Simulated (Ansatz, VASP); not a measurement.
## GaSn: VASP beside Ansatz

Aim: how closely do two programs agree when they are given the same cell, functional and k mesh? The cell is generated by rule, not measured, and may not be a known phase. The cell is taken from a series of runs on this material, whose earlier steps may have relaxed, scaled, displaced or heated it; both programs get it as it stands.

Method: plane waves, with VASP 6.6.1 beside it; single point at PBEsol, in Ansatz 0.2.0.

## 1. Starting point

Symmetry: Fm-3m, No. 225, cubic system. Conventional cell: a = 5.656 Å, b = 5.656 Å, c = 5.656 Å, α = 90.00°, β = 90.00°, γ = 90.00°. Nearest to Sn lie 6 Ga at 2.83 Å. Nearest to Ga lie 6 Sn at 2.83 Å. Farther neighbours are not listed.

## 2. Ansatz: single point, PBEsol, pair 1

Ansatz runs on its default PAW (the set named soft_2) files.

With cell and atoms fixed, the geometry can't cause a difference; cores, projectors, grids and the points listed under the comparison can.

Contents of input.yaml:

```yaml
crystal:
  lattice:
    - [0.0, 2.8281828508, 2.8281828508]
    - [2.8281828508, 0.0, 2.8281828508]
    - [2.8281828508, 2.8281828508, 0.0]
  atoms:
    - { symbol: Sn, position: [0.5, 0.5, 0.5] }
    - { symbol: Ga, position: [0.0, 0.0, 0.0] }
kpoints:
  mp_grid: { grid: [12, 12, 12] }
hamiltonian:
  xc: pbesol
scf:
  occupations: { method: methfessel_paxton, width: 0.15 }
output:
  forces: true
  stress: true
  eigenvalues: true
```

Started as:

```console
$ ansatz run input.yaml --threads 4 --pin off --max-ram 8192MiB --backend cpu --events-out ev --progress --plain --runs-dir out
```

Numbers of over 12 decimals in the logs are rounded to 6 here.

What it wrote:

```text
Engine: ansatz 0.2.0, aarch64-unknown-linux-gnu
Pseudopotentials: kind: paw
Pseudopotential: Sn, paw, valence charge 14, recommended cutoff 420 eV (normal), Sn.paw.azcp
Pseudopotential: Ga, paw, valence charge 13, recommended cutoff 420 eV (normal), Ga.paw.azcp
Functional definition: PBEsol
  exchange = pbesol_x
  correlation = pbesol_c
Crystal: 2 atoms, lattice volume = 45.243 Å³
Basis set: ecut = 420 eV, 893 PW (Γ), exchange–correlation on 54×54×54 points (8 copies of the dense FFT grid, shifted against one another)
Bands: 18, of which v1, the nominal top of the filled ones, is band 14 counted from 1 (13 counted from 0)
Symmetry: 48 space group operations
Space group: Fm-3m (ITA 225), of the structure as read, at distance tolerance 3.6e-5 Å
k-points: 72 of 1728
Non-local potential: Sn, projectors of the file, l = 0: 2, l = 1: 2, l = 2: 2, l = 3: 2
Non-local potential: Ga, projectors of the file, l = 0: 2, l = 1: 2, l = 2: 3, l = 3: 1
PAW form: soft (Blöchl's): semilocal exchange-correlation on the pseudo side does not see the compensation charge
PAW frozen core: Sn, regenerated for the run's functional, and the local potential with it (the file was generated under x = pbe(κ = 0.804, μ = 0.219515), c = pbe(β = 0.066725))
PAW frozen core: Ga, regenerated for the run's functional, and the local potential with it (the file was generated under x = pbe(κ = 0.804, μ = 0.219515), c = pbe(β = 0.066725))
PAW one-centre angular grid: Sn, 590 points (default); XC on 64 Gauss nodes
PAW one-centre angular grid: Ga, 590 points (default); XC on 64 Gauss nodes
Initial density: superposition of atomic densities (neutral atoms: chi_scale 0, normalization atom), corrected by the library's trained network
Initial wavefunctions: pseudopotential atomic-orbital guess
Functional: x = pbesol(κ = 0.804, μ = 0.123457), c = pbesol(β = 0.046)
SCF iter   1: F=—  HF=-9692.855788 eV  |F-HF|=—  |Δ(HF+E_count)|=         —  Δρ=2.62e-3  dr2=2.56e-3  ethr=1.77e-3  ⟨swp⟩=5.2  Hψ=6062  notcnv=0
preconditioner: auto → none  [insulator: Δε(μ)=0.106 eV  Ē_g=19.290 eV  σ=0.150 eV  W_gap=0.54  n_scr=14 (ndim 8)  ℏωp=28.7 eV  f_vac=0.000  D(μ)=0.76/eV (n_scr^D=0)  ε∞_Penn≈3.2]
SCF iter   2: F=—  HF=-9692.853269 eV  |F-HF|=—  |Δ(HF+E_count)|=   2.52e-3  S|Δr|=    0.00e0  Δρ=8.25e-4  dr2=1.92e-4  ethr=9.46e-6  ⟨swp⟩=2.1  Hψ=2535  notcnv=0
SCF iter   3: F=—  HF=-9692.853298 eV  |F-HF|=—  |Δ(HF+E_count)|=   2.97e-5  S|Δr|=    0.00e0  Δρ=3.06e-4  dr2=2.53e-5  ethr=7.13e-7  ⟨swp⟩=2.0  Hψ=2228  notcnv=0
SCF iter   4: F=—  HF=-9692.853307 eV  |F-HF|=—  |Δ(HF+E_count)|=   8.67e-6  S|Δr|=    0.00e0  Δρ=1.01e-4  dr2=4.33e-6  ethr=9.37e-8  ⟨swp⟩=2.0  Hψ=2211  notcnv=0
SCF iter   5: F=—  HF=-9692.853306 eV  |F-HF|=—  |Δ(HF+E_count)|=   1.05e-6  S|Δr|=    0.00e0  Δρ=2.86e-5  dr2=1.41e-7  ethr=1.60e-8  ⟨swp⟩=2.0  Hψ=1867  notcnv=0
SCF iter   6: F=-9692.853306 eV  HF=-9692.853306 eV  |F-HF|=8.22e-9  |Δ(HF+E_count)|=   4.63e-9  S|Δr|=    0.00e0  Δρ=3.47e-6  dr2=7.54e-9  ethr=3.70e-10  ⟨swp⟩=6.7  Hψ=5803  notcnv=0
SCF 1 converged in 6 iterations: F = -9692.853306 eV  dr2 = 7.54e-9
  greatest PAW one-centre occupation: 0.994 electrons in one spin orbital (limit 2), on the Ga atom at site 1 (counted from 0), in its partial waves of l = 2
SCF converged after 6 iterations
Stability not checked: this state was not tested for a lower state beside it, because cold or Methfessel-Paxton smearing, or corrected tetrahedra, fill the levels in a way that the test cannot read (fill_not_monotonic; see scf.lower_state_search)
Free energy (F): -9692.853306 eV
Harris-Foulkes:  -9692.853306 eV  (|F-HF|=8.22e-9)
Internal energy: -9692.854336 eV  (E = F + TS)
E sigma→0 (E₀):  -9692.853564 eV
Entropy (-TS):   0.001031 eV (0.515 meV/atom)
Fermi energy:    10.249757 eV
--- Per-component energies (eV) ---
  E_band       = -116.234423
  E_kinetic    = 303.161135
  E_local      = -2694.194430  (includes V_loc(G=0)·N_el)
  E_nonlocal   = 392.852055
  E_hartree    = 1399.313528
  E_xc         = -448.639888
  E_vxc        = -156.028403  (∫ρ·V_xc dr)
  E_paw        = -6011.476951  (= ΣΔE_a)
  E_vpaw       = -760.646587  (= ΣTr[D̂ρ^β])
  E_aug_tail   = -0.000119  (compensation charges beyond the density's cutoff)
  E_ewald      = -2635.017484
  E_core_change = 1.147818  (= ΣΔE_core)
  E_smearing   = 0.001031  (= −TS)
  E_closure    = 0.000000  (closes the sum)
  Σ components = -9692.853306   (vs F -9692.853306, Δ=0.00e0)
--- Forces (eV/Å), atoms counted from 1 ---
  atom   1  Sn     0.00000000     0.00000000    -0.00000000
  atom   2  Ga    -0.00000000     0.00000000    -0.00000000
  max |Σ_I F_I| component: 3.00e-29 eV/Å
--- Stress (GPa, compression-positive) ---
        0.889935      -0.000000       0.000000
        0.000000       0.889935      -0.000000
        0.000000      -0.000000       0.889935
  P = ⅓ Tr σ = 0.8899 GPa (8.899 kbar)
--- Band table (eV; the first three rows and the last of 72) ---
  k-point 0: bands = [... 10 lower, -0.9666, 11.5724, 11.5724, 11.5724, 12.2827, 17.2479, 17.2479, 17.2479]
  k-point 1: bands = [... 10 lower, -0.8675, 10.2768, 11.5653, 11.5653, 13.2444, 16.9218, 16.9534, 16.9534]
  k-point 2: bands = [... 10 lower, -0.5700, 8.5872, 11.5656, 11.5656, 13.8410, 15.9115, 15.9115, 16.4808]
  k-point 71: bands = [... 10 lower, 3.7466, 4.6133, 6.6179, 6.6179, 14.0468, 14.3877, 17.6019, 17.6019]
```

Reading the cycles: dr2 is the Hartree energy of the density residual (eV), the measure of convergence; HF is the Harris–Foulkes estimate of the energy, which meets the free energy F at convergence.

The run ends at a pressure of 0.89 GPa.

## 3. VASP: single point, PBEsol, pair 1

The same cell, functional, mesh and smearing now go to VASP, with its own data sets.

Lines of VASP's logs that name or quote its potential files are left out, and so is its time.

Contents of INCAR:

```
SYSTEM = GaSn
PREC = Accurate
ENCUT = 500
EDIFF = 1E-06
NELM = 120
ISMEAR = 1
SIGMA = 0.15
LREAL = .FALSE.
ALGO = Normal
GGA = PS
NBANDS = 19
LORBIT = 11
LWAVE = .FALSE.
LCHARG = .FALSE.
ISIF = 2
LASPH = .TRUE.
GGA_COMPAT = .FALSE.
```

Contents of POSCAR:

```
GaSn
1.0
    0.0000000000      2.8281828508      2.8281828508
    2.8281828508      0.0000000000      2.8281828508
    2.8281828508      2.8281828508      0.0000000000
Sn Ga
1 1
Direct
    0.5000000000      0.5000000000      0.5000000000
    0.0000000000      0.0000000000      0.0000000000
```

Contents of KPOINTS:

```
Automatic mesh
0
Gamma
12 12 12
0 0 0
```

PAW data sets: Sn_d and Ga_d (PBE family, release 64).

Started as:

```console
$ mpirun -np 1 vasp_std
```

What it wrote:

```text
[banner, memory and clock lines left out]
running    1 mpi-ranks, on    1 nodes
 distrk:  each k-point on    1 cores,    1 groups
 distr:  one band on    1 cores,    1 groups

 POSCAR found type information on POSCAR SnGa
 POSCAR found :  2 types and       2 ions
|                                                                             |
|               ----> ADVICE to this user running VASP <----                  |
|                                                                             |
|     You enforced a specific xc type in the INCAR file but a different       |
|     [... a line on the potential file left out ...]
|     I HOPE YOU KNOW WHAT YOU ARE DOING!                                     |
|                                                                             |

 LDA part: xc-table for (Slater+PW92), standard interpolation
 POSCAR, INCAR and KPOINTS ok, starting setup
 FFT: planning ... GRIDC
 FFT: planning ... GRID_SOFT
 FFT: planning ... GRID
 WAVECAR not read
 entering main loop
       N       E                     dE             d eps       ncg     rms          rms(c)
DAV:   1     0.161088701103E+03    0.16109E+03   -0.14002E+04  2915   0.236E+03
DAV:   2     0.760809379877E+01   -0.15348E+03   -0.15086E+03  2754   0.410E+02
DAV:   3    -0.716976355982E+01   -0.14778E+02   -0.14690E+02  3132   0.119E+02
DAV:   4    -0.753265685059E+01   -0.36289E+00   -0.36259E+00  3200   0.199E+01
DAV:   5    -0.754333057182E+01   -0.10674E-01   -0.10673E-01  3426   0.336E+00    0.222E+00
DAV:   6    -0.749254529448E+01    0.50785E-01   -0.10271E-01  3347   0.527E+00    0.116E+00
DAV:   7    -0.748243354874E+01    0.10112E-01   -0.27476E-02  3722   0.239E+00    0.251E-01
DAV:   8    -0.748157747913E+01    0.85607E-03   -0.19101E-03  3101   0.619E-01    0.406E-02
DAV:   9    -0.748156022806E+01    0.17251E-04   -0.15149E-04  3459   0.169E-01    0.200E-02
DAV:  10    -0.748156111000E+01   -0.88194E-06   -0.10293E-05  3390   0.369E-02    0.249E-03
DAV:  11    -0.748156033564E+01    0.77435E-06   -0.19905E-06  2045   0.231E-02
   1 F= -.74815603E+01 E0= -.74819031E+01  d E =0.102831E-02
```

From OUTCAR (step 3):

```text
ion  position               nearest neighbor table
   1  0.500  0.500  0.500-   2 2.83   2 2.83   2 2.83   2 2.83   2 2.83   2 2.83
   2  0.000  0.000  0.000-   1 2.83   1 2.83   1 2.83   1 2.83   1 2.83   1 2.83

  LATTYP: Found a face centered cubic cell.
 ALAT       =     5.6563657016

 Subroutine GETGRP returns: Found 48 space group operations
 (whereof 48 operations were pure point group operations)

The static configuration has the point symmetry O_h .

 Found     72 irreducible k-points:

   k-points           NKPTS =     72   k-points in BZ     NKDIM =     72   number of bands    NBANDS=     19

   dimension x,y,z NGX =    30 NGY =   30 NGZ =   30
   dimension x,y,z NGXF=    60 NGYF=   60 NGZF=   60

   ENCUT  =  500.0 eV  36.75 Ry    6.06 a.u.   7.29  7.29  7.29*2*pi/ulx,y,z

   NELECT =      27.0000    total number of electrons

 k-points in reciprocal lattice and weights: Automatic mesh
   0.00000000  0.00000000  0.00000000       0.001
   0.08333333  0.00000000  0.00000000       0.005
   0.16666667  0.00000000  0.00000000       0.005
   0.25000000  0.00000000  0.00000000       0.005
   0.33333333  0.00000000  0.00000000       0.005
   0.41666667  0.00000000  0.00000000       0.005
   0.50000000  0.00000000  0.00000000       0.002
   0.08333333  0.08333333  0.00000000       0.003
   0.16666667  0.08333333  0.00000000       0.014
[...]
-0.33333333  0.50000000  0.16666667       0.007
  -0.25000000  0.50000000  0.25000000       0.003

 average (electrostatic) potential at core
       1 -99.8173       2 -63.2714

 E-fermi :   6.8539

 k-point     1 :       0.0000    0.0000    0.0000
  band No.  band energies     occupation
    ...
      7      -7.9536      2.00000
      8      -7.9458      2.00000
      9      -7.9458      2.00000
     10      -7.9458      2.00000
     11      -4.3642      2.00000
     12       8.1763     -0.00000
     13       8.1763     -0.00000
     14       8.1763     -0.00000
     15       8.8850     -0.00000
     16      13.8667      0.00000
    ...

 k-point     2 :       0.0833    0.0000    0.0000
  band No.  band energies     occupation
    ...
      8      -7.9462      2.00000
      9      -7.9451      2.00000
     10      -7.9451      2.00000
     11      -4.2650      2.00000
     12       6.8804      0.70582
     13       8.1694     -0.00000
     14       8.1694     -0.00000
     15       9.8473     -0.00000
     16      13.5352      0.00000
     17      13.5614      0.00000
    ...

 k-point     3 :       0.1667    0.0000    0.0000
  band No.  band energies     occupation
    ...
      8      -7.9477      2.00000
      9      -7.9430      2.00000
     10      -7.9430      2.00000
     11      -3.9675      2.00000
     12       5.1909      2.00000
     13       8.1698     -0.00000
     14       8.1698     -0.00000
     15      10.4448      0.00000
     16      12.5196      0.00000
     17      12.5196      0.00000
    ...

  Total        0.2432647      0.2432647      0.2432647      0.0000000     -0.0000000      0.0000000
  in kB        8.6146425      8.6146425      8.6146425      0.0000000     -0.0000000      0.0000000
  external PRESSURE =       8.6146425 kB  Pullay stress =       0.0000000 kB

  energy-cutoff  :      500.00
  volume of cell :       45.24
      direct lattice vectors                 reciprocal lattice vectors
     0.000000000  2.828182851  2.828182851    -0.176791964  0.176791964  0.176791964
     2.828182851  0.000000000  2.828182851     0.176791964 -0.176791964  0.176791964
     2.828182851  2.828182851  0.000000000     0.176791964  0.176791964 -0.176791964

 POSITION                                       TOTAL-FORCE (eV/Angst)
 -----------------------------------------------------------------------------------
      2.82818      2.82818      2.82818         0.000000      0.000000      0.000000
      0.00000      0.00000      0.00000        -0.000000     -0.000000     -0.000000
 -----------------------------------------------------------------------------------
    total drift:                                0.000000      0.000000      0.000000

  FREE ENERGIE OF THE ION-ELECTRON SYSTEM (eV)
  ---------------------------------------------------
  free  energy   TOTEN  =        -7.4815603356 eV

  energy  without entropy=       -7.4825886504  energy(sigma->0) =       -7.48190311

 total charge
# of ion       s       p       d       tot
------------------------------------------
    1        1.219   1.065   9.987  12.270
    2        0.991   0.669   9.950  11.610
--------------------------------------------------
tot          2.209   1.734  19.937  23.880

[... 3 further parts left out ...]
```

The run ends at a pressure of 0.86 GPa.

## 4. Side by side

Known differences besides the potentials themselves: the cutoff is 420 eV in Ansatz and 500 eV in VASP; Ansatz makes its cores anew for this functional, VASP keeps those of its PBE data sets. Total energies have different zeros and are not compared.

Compared:

```csv
quantity,Ansatz,VASP,difference
pressure (GPa),0.89,0.86,+0.03
```

## 5. VASP: single point, PBEsol, pair 2

A single point gives forces, pressure and levels at one fixed geometry, so differences don't come from the geometry; what else differs is listed under the comparison. The cell compared in this pair holds 44.55 Å³, against 45.24 Å³ for the pair before.

INCAR is that of step 3.

Contents of POSCAR:

```
GaSn
1.0
    0.0000000000      2.8137530954      2.8137530954
    2.8137530954      0.0000000000      2.8137530954
    2.8137530954      2.8137530954      0.0000000000
Sn Ga
1 1
Direct
    0.5000000000      0.5000000000      0.5000000000
    0.0000000000      0.0000000000      0.0000000000
```

KPOINTS is that of step 3.

Started as:

```console
$ mpirun -np 1 vasp_std
```

What it wrote:

```text
[banner, memory and clock lines left out]
running    1 mpi-ranks, on    1 nodes
[...]
[... a notice as in an earlier step ...]

 LDA part: xc-table for (Slater+PW92), standard interpolation
 POSCAR, INCAR and KPOINTS ok, starting setup
[...]
entering main loop
       N       E                     dE             d eps       ncg     rms          rms(c)
DAV:   1     0.160347431130E+03    0.16035E+03   -0.13948E+04  2888   0.237E+03
DAV:   2     0.666182250125E+01   -0.15369E+03   -0.15106E+03  2759   0.407E+02
DAV:   3    -0.719350815932E+01   -0.13855E+02   -0.13779E+02  3066   0.117E+02
DAV:   4    -0.752919321202E+01   -0.33569E+00   -0.33543E+00  3228   0.195E+01
[...]
DAV:   9    -0.747547306949E+01    0.20074E-04   -0.15081E-04  3483   0.171E-01    0.207E-02
DAV:  10    -0.747547348127E+01   -0.41178E-06   -0.10146E-05  3397   0.370E-02    0.263E-03
DAV:  11    -0.747547272336E+01    0.75791E-06   -0.18711E-06  2068   0.224E-02
   1 F= -.74754727E+01 E0= -.74759180E+01  d E =0.133588E-02
```

From OUTCAR (step 5):

```text
  Total        0.5120890      0.5120890      0.5120890      0.0000000      0.0000000      0.0000000
  in kB       18.4148442     18.4148442     18.4148442      0.0000000      0.0000000      0.0000000
  external PRESSURE =      18.4148442 kB  Pullay stress =       0.0000000 kB

 POSITION                                       TOTAL-FORCE (eV/Angst)
 -----------------------------------------------------------------------------------
      2.81375      2.81375      2.81375         0.000000      0.000000     -0.000000
      0.00000      0.00000      0.00000        -0.000000     -0.000000      0.000000
 -----------------------------------------------------------------------------------
    total drift:                                0.000000      0.000000      0.000000

  FREE ENERGIE OF THE ION-ELECTRON SYSTEM (eV)
  ---------------------------------------------------
  free  energy   TOTEN  =        -7.4754727234 eV

  energy  without entropy=       -7.4768086018  energy(sigma->0) =       -7.47591802

[... 1 part as in an earlier step ...]

[... 2 further parts left out ...]
[key lines of the parts left out:]
E-fermi :   7.0246
```

The run ends at a pressure of 1.84 GPa.

[end of part 1 of 2]

[Lines on the potential files, build, host, timing and source positions are cut from VASP's logs without a mark.]

[Logs are printed without paths, hosts, clocks, repeated set-up lines and the standing remarks that a program may print on its own settings, such as how far it seeks lower states.]

[Hosts, paths, dates, database ids (printed as entryN), source tags and the programs' standing remarks are cut or masked in the printed files.]
